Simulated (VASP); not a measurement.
All values below come from PBE GGA, VASP's PBE PAW potentials (set 64) (plane waves; VASP).

The input files of a VASP run:

**POSCAR**
```
InAs
1
    0.0000000000     3.0929167400     3.0929167400
    3.0929167400     0.0000000000     3.0929167400
    3.0929167400     3.0929167400     0.0000000000
In As
1 1
Direct
  0.0000000000   0.0000000000   0.0000000000
  0.2500000000   0.2500000000   0.2500000000
```

File KPOINTS:
```
K-points
0
Gamma
10 10 10
```

**INCAR**
```
ALGO = Normal
EDIFF = 1E-7
ENCUT = 480
GGA = PE
ISIF = 2
ISMEAR = 1
LASPH = .True.
LCHARG = .False.
LMAXMIX = 4
LREAL = .False.
LWAVE = .False.
NELM = 100
PREC = Accurate
SIGMA = 0.1
SYSTEM = InAs
```

POTCAR, in this order: In_d As (PBE.64 set). Program: vasp_std.

Question: What will the output report for the number of irreducible k-points (NKPTS), number of bands (NBANDS), largest plane-wave count, number of space-group operations, FFT grid (NGX, NGY, NGZ)?

Answer: 
- number of irreducible k-points (NKPTS) = 47
- number of bands (NBANDS) = 13
- largest plane-wave count = 1428
- number of space-group operations = 24
- FFT grid (NGX, NGY, NGZ) = 32 × 32 × 32

The compound is InAs in the zinc blende structure. It was relaxed first, which changed the volume by +6 %.
